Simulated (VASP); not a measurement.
Consider the following.

```
CELL_PARAMETERS angstrom
      1.68242    -2.91404     0.00000
      1.68242     2.91404     0.00000
      0.00000     0.00000     5.44927
ATOMIC_POSITIONS crystal
  Tl 0.33333 0.66667 0.25000
  Tl 0.66667 0.33333 0.75000
```

All values below come from PBEsol GGA, VASP's PBE PAW potentials (set 64) (plane waves; VASP). Numerical set-up: 520 eV cut-off, 12×12×7 Γ-centred mesh, first-order Methfessel-Paxton smearing of 0.10 eV, potentials Tl_d.

**Question.** The ions and cell shape at fixed volume are relaxed. Predict the relaxed structure.

**Answer.** 
```
CELL_PARAMETERS angstrom
      1.70426    -2.95186     0.00000
      1.70426     2.95186     0.00000
      0.00000     0.00000     5.31050
ATOMIC_POSITIONS crystal
  Tl 0.33333 0.66667 0.25000
  Tl 0.66667 0.33333 0.75000
```
Space group P6_3/mmc (194), at a tolerance of 0.03 Å.

**Question.** How much energy does the relaxation gain?

**Answer.** The energy (σ→0) changes by -4.2 meV/atom, in 4 ionic steps.

The compound is Tl in the hcp structure. This cell is one point of a volume scan, at 0.94 of the reference volume. Symmetry was kept, so distortions that lower it aren't found.
